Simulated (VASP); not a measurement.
# Ga11NiP12 (a cell with a defect) in VASP: notebook

The runs below take Ga11NiP12 (a cell with a defect) through relaxation of the atoms, single point, with PBEsol+U.

Program: VASP 6.6.1. These are calculated values, not measurements. Logs are shortened: lines on timing, memory, paths and dates and some standing lists are left out, and cuts for length are marked.

## 1. The crystal as given

The cell holds a defect, 24 atoms: a = 11.562 Å, b = 7.708 Å, c = 7.708 Å, α = 60.00°, β = 60.00°, γ = 60.00°.

## 2. Relaxation of the atoms, PBEsol+U, collinear spin, ferromagnetic start (atoms moved at random, drawn with an rms of 0.05 Å)

INCAR

```
PREC = Accurate
ENCUT = 350
EDIFF = 1E-5
ISMEAR = 0
SIGMA = 0.03
LREAL = Auto
LASPH = True
NELM = 120
ALGO = Normal
ISIF = 2
LWAVE = False
LCHARG = False
ISPIN = 2
MAGMOM = 1 0 0 0 0 0 0 0 0 0 0 0 0 0 0 0 0 0 0 0 0 0 0 0
LORBIT = 11
NUPDOWN = 1
LMAXMIX = 4
LDAU = True
LDAUTYPE = 2
LDAUL = 2 -1 -1
LDAUU = 5 0 0
LDAUJ = 0 0 0
LDAUPRINT = 1
GGA = PS
IBRION = 2
NSW = 60
EDIFFG = -0.03
ISYM = 0
```

KPOINTS

```
regular mesh
0
Gamma
  2 2 2
```

POSCAR

```
Ga11NiP12
1.0
    0.0000000000      8.1757500000      8.1757500000
    5.4505000000      0.0000000000      5.4505000000
    5.4505000000      5.4505000000      0.0000000000
Ni Ga P
1 11 12
Direct
   -0.0018670000     -0.0005510000     -0.0044090000
   -0.0003740000     -0.0027490000      0.5048320000
   -0.0027480000      0.5082340000     -0.0014200000
   -0.0017750000      0.5018330000      0.5058610000
    0.3345710000     -0.0050380000      0.0046960000
    0.3314190000      0.0019950000      0.5063090000
    0.3309440000      0.5027270000     -0.0022940000
    0.3332100000      0.5046920000      0.4930130000
    0.6658790000      0.0030040000     -0.0012720000
    0.6657910000     -0.0011160000      0.5039990000
    0.6628760000      0.5042870000     -0.0047340000
    0.6630010000      0.5039970000      0.4921610000
    0.0799120000      0.1317690000      0.1165510000
    0.0852430000      0.1273400000      0.6275340000
    0.0735710000      0.6343660000      0.1312300000
    0.0849630000      0.6198830000      0.6241380000
    0.4153490000      0.1281460000      0.1288040000
    0.4202210000      0.1170880000      0.6240870000
    0.4159010000      0.6246740000      0.1228290000
    0.4163440000      0.6244040000      0.6271590000
    0.7493600000      0.1282140000      0.1210850000
    0.7521140000      0.1256070000      0.6224540000
    0.7504410000      0.6215560000      0.1310190000
    0.7432010000      0.6269200000      0.6245920000
```

Potentials or basis: VASP PAW PBE potentials, release 64 (Ni, Ga_d, P).

Launch:

```bash
> cat potpaw_PBE.64/Ni/POTCAR potpaw_PBE.64/Ga_d/POTCAR potpaw_PBE.64/P/POTCAR > POTCAR
> mpirun -np 1 vasp_std > vasp.out
```

OUTCAR:

```text
PREC = Accurate
   ENCUT = 350
   EDIFF = 1E-5
   ISMEAR = 0
   LREAL = Auto
   LASPH = True
   NELM = 120
   ISIF = 2
   ISPIN = 2
   LORBIT = 11
   NUPDOWN = 1
   GGA = PS
   IBRION = 2
   NSW = 60
   EDIFFG = -0.03
   ISYM = 0

 ion  position               nearest neighbor table
   1  0.998  0.999  0.996-  15 2.30  14 2.32  21 2.35  13 2.37
   2  1.000  0.997  0.505-  22 2.34  16 2.38  14 2.40  13 2.44
   3  0.997  0.508  0.999-  23 2.33  15 2.35  16 2.36  13 2.37
   4  0.998  0.502  0.506-  16 2.31  14 2.36  15 2.36  24 2.41
   5  0.335  0.995  0.005-  19 2.33  17 2.38  18 2.40  13 2.41
   6  0.331  0.002  0.506-  18 2.31  14 2.32  17 2.38  20 2.38
[... 16 lines left out ...]
  23  0.750  0.622  0.131-  12 2.27   3 2.33   9 2.40  11 2.42
  24  0.743  0.627  0.625-  11 2.33  10 2.34  12 2.36   4 2.41

IMPORTANT INFORMATION: All symmetrisations will be switched off!
NOSYMM: (Re-)initialisation of all symmetry stuff for point group C_1.

----------------------------------------------------------------------------------------

                                     Primitive cell

  volume of cell :     485.7695

  direct lattice vectors                    reciprocal lattice vectors
     0.000000000  8.175750000  8.175750000    -0.061156469  0.061156469  0.061156469
     5.450500000  0.000000000  5.450500000     0.091734703 -0.091734703  0.091734703
     5.450500000  5.450500000  0.000000000     0.091734703  0.091734703 -0.091734703

  length of vectors
    11.562256533  7.708171022  7.708171022     0.105926111  0.158889167  0.158889167

  position of ions in fractional coordinates (direct lattice)
     0.998133000  0.999449000  0.995591000
     0.999626000  0.997251000  0.504832000
     0.997252000  0.508234000  0.998580000
     0.998225000  0.501833000  0.505861000
     0.334571000  0.994962000  0.004696000
     0.331419000  0.001995000  0.506309000
[... 16 lines left out ...]
     0.750441000  0.621556000  0.131019000
     0.743201000  0.626920000  0.624592000

  ion indices of the primitive-cell ions
   primitive index   ion index
                 1           1
                 2           2
                 3           3
                 4           4
                 5           5
                 6           6
[... 16 lines left out ...]
                23          23
                24          24

----------------------------------------------------------------------------------------

 KPOINTS: regular mesh

Automatic generation of k-mesh.
 Grid dimensions read from file:
 generate k-points for:    2    2    2

 Generating k-lattice:

  Cartesian coordinates                     Fractional coordinates (reciprocal lattice)
    -0.030578234  0.030578234  0.030578234     0.500000000  0.000000000  0.000000000
     0.045867352 -0.045867352  0.045867352     0.000000000  0.500000000  0.000000000
     0.045867352  0.045867352 -0.045867352     0.000000000  0.000000000  0.500000000

  Length of vectors
     0.052963056  0.079444583  0.079444583

  Shift w.r.t. Gamma in fractional coordinates (k-lattice)
     0.000000000  0.000000000  0.000000000

 Subroutine IBZKPT returns following result:
 ===========================================

 Found      8 irreducible k-points:

 Following reciprocal coordinates:
            Coordinates               Weight
  0.000000  0.000000  0.000000      1.000000
  0.500000  0.000000  0.000000      1.000000
  0.000000  0.500000  0.000000      1.000000
  0.000000  0.000000  0.500000      1.000000
  0.500000  0.000000  0.500000      1.000000
  0.500000  0.500000  0.000000      1.000000
  0.000000  0.500000  0.500000      1.000000
  0.500000  0.500000  0.500000      1.000000
[... 69 lines left out ...]
  ext. energy  EPLUGINS =         0.00000000
  ---------------------------------------------------
  free energy    TOTEN  =      -116.29212696 eV

  energy without entropy =     -116.29014891  energy(sigma->0) =     -116.29113794

------------------------ aborting loop because EDIFF is reached ----------------------------------------

  FORCE on cell =-STRESS in cart. coord.  units (eV):
  Direction    XX          YY          ZZ          XY          YZ          ZX
  --------------------------------------------------------------------------------------
  -------------------------------------------------------------------------------------
  Total       -5.7406327     -5.6329505     -4.9693869      0.2399225     -0.2500722     -0.2739682
  in kB      -18.9338991    -18.5787388    -16.3901567      0.7913183     -0.8247943     -0.9036088
  external PRESSURE =     -17.9675982 kB  Pullay stress =       0.0000000 kB
[... 155 lines left out ...]
  FREE ENERGIE OF THE ION-ELECTRON SYSTEM (eV)
  ---------------------------------------------------
  free  energy   TOTEN  =      -116.6319186003 eV

  energy  without entropy=     -116.6303789976  energy(sigma->0) =     -116.63114880

[... ionic steps 4 to 10 ...]

--------------------------------------- Ionic step       11  -------------------------------------------

 number of electron     212.9999913 magnetization       1.0000001

------------------------ aborting loop because EDIFF is reached ----------------------------------------
[... 105 lines left out ...]
  FREE ENERGIE OF THE ION-ELECTRON SYSTEM (eV)
  ---------------------------------------------------
  free  energy   TOTEN  =      -116.7180211391 eV

  energy  without entropy=     -116.7158483537  energy(sigma->0) =     -116.71693475

atom =   1  type =  1  l = 2

 onsite density matrix

spin component  1

  0.9140 -0.0202  0.0041  0.0212 -0.0001
 -0.0202  0.9123  0.0020 -0.0206 -0.0033
  0.0041  0.0020  0.9373 -0.0020  0.0001
  0.0212 -0.0206 -0.0020  0.9132 -0.0033
 -0.0001 -0.0033  0.0001 -0.0033  0.9373

spin component  2

  0.6753  0.1548  0.0073 -0.1738  0.0024
  0.1548  0.6777  0.0085  0.1573 -0.0131
  0.0073  0.0085  0.9301 -0.0064  0.0004
 -0.1738  0.1573 -0.0064  0.6819 -0.0043
  0.0024 -0.0131  0.0004 -0.0043  0.9302

 occupancies and eigenvectors

  o =  0.3542  v =  0.0000  0.0000  0.0000  0.0000  0.0000  0.5863 -0.5639  0.0073  0.5815 -0.0109      0.0000  0.0000  0.0000  0.0000  0.0000  0.0000  0.0000  0.0000  0.0000  0.0000
  o =  0.8259  v =  0.0000  0.0000  0.0000  0.0000  0.0000  0.4881  0.8102 -0.0829  0.2965  0.1026      0.0000  0.0000  0.0000  0.0000  0.0000  0.0000  0.0000  0.0000  0.0000  0.0000
  o =  0.8514  v =  0.0000  0.0000  0.0000  0.0000  0.0000 -0.6378  0.1106  0.1080  0.7505  0.0784      0.0000  0.0000  0.0000  0.0000  0.0000  0.0000  0.0000  0.0000  0.0000  0.0000
  o =  0.8915  v =  0.3119 -0.5014 -0.0407 -0.8006 -0.0936  0.0000  0.0000  0.0000  0.0000  0.0000      0.0000  0.0000  0.0000  0.0000  0.0000  0.0000  0.0000  0.0000  0.0000  0.0000
  o =  0.8924  v =  0.7429  0.6498 -0.1014 -0.1173  0.0418  0.0000  0.0000  0.0000  0.0000  0.0000      0.0000  0.0000  0.0000  0.0000  0.0000  0.0000  0.0000  0.0000  0.0000  0.0000
  o =  0.9318  v =  0.0000  0.0000  0.0000  0.0000  0.0000  0.0768  0.1095  0.7561  0.0073 -0.6406      0.0000  0.0000  0.0000  0.0000  0.0000  0.0000  0.0000  0.0000  0.0000  0.0000
  o =  0.9319  v =  0.0000  0.0000  0.0000  0.0000  0.0000 -0.0734  0.0367 -0.6401  0.1034 -0.7569      0.0000  0.0000  0.0000  0.0000  0.0000  0.0000  0.0000  0.0000  0.0000  0.0000
  o =  0.9377  v =  0.0534  0.0925  0.6572  0.0166 -0.7459  0.0000  0.0000  0.0000  0.0000  0.0000      0.0000  0.0000  0.0000  0.0000  0.0000  0.0000  0.0000  0.0000  0.0000  0.0000
  o =  0.9379  v = -0.0658  0.0155 -0.7457  0.0795 -0.6581  0.0000  0.0000  0.0000  0.0000  0.0000      0.0000  0.0000  0.0000  0.0000  0.0000  0.0000  0.0000  0.0000  0.0000  0.0000
  o =  0.9546  v = -0.5862  0.5635 -0.0067 -0.5820  0.0091  0.0000  0.0000  0.0000  0.0000  0.0000      0.0000  0.0000  0.0000  0.0000  0.0000  0.0000  0.0000  0.0000  0.0000  0.0000

--------------------------------------- Ionic step       13  -------------------------------------------

 number of electron     212.9999912 magnetization       1.0000001

 Free energy of the ion-electron system (eV)
  ---------------------------------------------------
  ext. energy  EPLUGINS =         0.00000000
  ---------------------------------------------------
  free energy    TOTEN  =      -116.71981704 eV

  energy without entropy =     -116.71762757  energy(sigma->0) =     -116.71872231

 E-fermi :   4.5834     XC(G=0):  -9.9996

 val. band max:        4.5782630323   @ k =   0.5000   0.5000   0.0000
 cond. band min:       4.4968391709   @ k =   0.0000   0.0000   0.5000
 fundamental gap:     -0.0814238613
 Fermi energy:         4.4393798671

 spin component 1

 k-point     1 :       0.0000    0.0000    0.0000
  band No.  band energies     occupation
      1     -10.1539      1.00000
      2     -10.1440      1.00000
      3     -10.1405      1.00000
      4     -10.1378      1.00000
      5     -10.1338      1.00000
      6     -10.1243      1.00000
[... 957 lines left out ...]
    117       7.6789      0.00000
    118       8.1748      0.00000
 Fermi energy:         4.5834200567

 spin component 2

 k-point     1 :       0.0000    0.0000    0.0000
  band No.  band energies     occupation
      1     -10.1535      1.00000
      2     -10.1430      1.00000
      3     -10.1392      1.00000
      4     -10.1369      1.00000
      5     -10.1334      1.00000
      6     -10.1237      1.00000
[... 957 lines left out ...]
    117       7.7585      0.00000
    118       8.2069      0.00000
 [bands above 118 left out]

------------------------ aborting loop because EDIFF is reached ----------------------------------------

  FORCE on cell =-STRESS in cart. coord.  units (eV):
  Direction    XX          YY          ZZ          XY          YZ          ZX
  --------------------------------------------------------------------------------------
  -------------------------------------------------------------------------------------
  Total       -7.2154697     -6.7432558     -6.8619583      0.5412123     -0.7420293      0.4070172
  in kB      -23.7982435    -22.2407758    -22.6322831      1.7850399     -2.4473796      1.3424343
  external PRESSURE =     -22.8904341 kB  Pullay stress =       0.0000000 kB
[... 39 lines left out ...]
  FREE ENERGIE OF THE ION-ELECTRON SYSTEM (eV)
  ---------------------------------------------------
  free  energy   TOTEN  =      -116.7198170388 eV

  energy  without entropy=     -116.7176275726  energy(sigma->0) =     -116.71872231

 reached required accuracy - stopping structural energy minimisation

 total charge

# of ion       s       p       d       tot
------------------------------------------
    1        0.494   0.520   8.479   9.493
    2        0.869   0.829  10.003  11.701
    3        0.869   0.828  10.002  11.700
    4        0.869   0.834  10.004  11.706
    5        0.862   0.838  10.004  11.704
    6        0.861   0.847  10.006  11.714
[... 16 lines left out ...]
   23        1.015   1.509   0.000   2.524
   24        1.014   1.513   0.000   2.527
--------------------------------------------------
tot         22.237  27.617 118.540 168.394

 magnetization (x)

# of ion       s       p       d       tot
------------------------------------------
    1        0.004   0.035   0.719   0.759
    2       -0.001   0.001  -0.000   0.001
    3       -0.001   0.002   0.000   0.001
    4       -0.001   0.000  -0.000  -0.001
    5        0.004   0.007   0.001   0.012
    6        0.003   0.005   0.001   0.009
[... 16 lines left out ...]
   23        0.000  -0.003   0.000  -0.003
   24       -0.000  -0.003   0.000  -0.003
--------------------------------------------------
tot          0.032   0.101   0.722   0.855
```

It took 2.4 h on 1 thread of Intel Xeon Platinum 8259CL at 2.50GHz (Skylake/Cascade Lake), shared host; peak memory 0.76 GiB.

What came out:

| Quantity | Value |
| --- | --- |
| Free energy | -116.7198 eV |
| Energy gained by relaxing | 17.8 meV/atom |
| Ionic steps | 13 |
| Pressure after relaxing | -2.3 GPa |
| Largest force after relaxing | 0.028 eV/Å |
| Net moment | 1.00 μB per cell |
| Site moments | Ni +0.76; Ga +0.00, -0.00, +0.01; P +0.02, +0.00, +0.01, -0.00, +0.03 μB |
| Valence electrons inside the program's atomic spheres | Ni 9.49; Ga 11.70, 11.71, 11.73, 11.72; P 2.48, 2.52, 2.51, 2.50, 2.53 |

Forces in eV/Å, atoms in the order of the input:
```
Ni   0.013  0.018  0.002
Ga   0.005 -0.016 -0.021
Ga  -0.013 -0.002 -0.013
Ga   0.003 -0.009 -0.001
Ga  -0.018  0.012  0.008
Ga  -0.010 -0.010  0.010
Ga   0.000  0.024  0.008
Ga  -0.006 -0.004  0.009
Ga   0.017  0.000  0.000
Ga   0.008 -0.007  0.000
Ga   0.000  0.012 -0.010
Ga   0.015  0.005 -0.008
P   -0.018  0.010  0.010
P   -0.002 -0.003 -0.001
P   -0.014  0.003  0.013
P    0.006  0.000  0.002
P   -0.013 -0.001  0.011
P   -0.012 -0.007 -0.003
P   -0.001  0.003  0.004
P    0.013 -0.004  0.002
P   -0.013 -0.006 -0.012
P    0.012 -0.015 -0.020
P    0.013 -0.003  0.002
P    0.014  0.001  0.008
```

The path:
| step | energy change (eV) | largest force (eV/Å) | pressure (GPa) |
| --- | --- | --- | --- |
| 1 | 0.0000 | 1.1837 | -1.80 |
| 2 | -0.3076 | 0.6106 | -2.03 |
| 3 | -0.3398 | 0.5037 | -2.07 |
| 4 | -0.3872 | 0.3305 | -2.17 |
| 5 | -0.4080 | 0.1859 | -2.25 |
| 6 | -0.4085 | 0.1856 | -2.24 |
| 7 | -0.4190 | 0.1087 | -2.29 |
| 8 | -0.4211 | 0.0947 | -2.30 |
| 9 | -0.4213 | 0.1063 | -2.31 |
| 10 | -0.4250 | 0.0584 | -2.29 |
| 11 | -0.4258 | 0.0542 | -2.30 |
| 12 | -0.4259 | 0.0646 | -2.26 |
| 13 | -0.4277 | 0.0283 | -2.29 |

Final structure:
```xyz
24
Lattice="0.0000 8.1758 8.1758 5.4505 0.0000 5.4505 5.4505 5.4505 0.0000" Properties=species:S:1:pos:R:3 pbc="T T T"
Ni   10.8709    5.4724    5.4846
Ga    2.7367   10.8939    8.1821
Ga    2.7455    8.1610   10.8949
Ga    5.4588   10.8885   10.8897
Ga    0.0213    2.6968    2.6995
Ga    2.7642    5.4315    2.6939
Ga    2.7639    2.6779    5.4200
Ga    5.4519    5.4413    5.4430
Ga    0.0355    5.4579    5.4710
Ga    2.6957    8.1470    5.4776
Ga    2.6995    5.4548    8.1476
Ga    5.4496    8.1600    8.1707
P     1.3193    1.2840    1.2958
P     4.1639    4.1299    1.2986
P     4.1729    1.2830    4.1288
P     6.8202    4.0794    4.0857
P     1.3888    4.0728    4.0754
P     4.0868    6.8126    4.0904
P     4.0865    4.0757    6.8033
P     6.8223    6.8009    6.8033
P     1.2679    6.9010    6.9146
P     4.0890    9.5311    6.8088
P     4.0927    6.7860    9.5316
P     6.8156    9.5237    9.5326
```

Eigenvalues of the final occupation matrices:
| site | spin | trace | eigenvalues |
| --- | --- | --- | --- |
| site 1 d | 1 | 4.61 | 0.89 0.89 0.94 0.94 0.95 |
| site 1 d | 2 | 3.90 | 0.35 0.83 0.85 0.93 0.93 |

Caveat: the k mesh is coarse (spacing up to 0.50 Å⁻¹), so the values aren't converged; the cutoff is under 1.25 times the usual one of these potentials, so pressure, stress and relaxed cells hold a basis-set (Pulay) error; the PAW data sets were made with another functional, which shifts forces and pressure a little; the total moment is fixed, so each spin has its own Fermi level; the U is typed as a test and isn't derived for this compound.

(Part 1 of 3 ends here.)
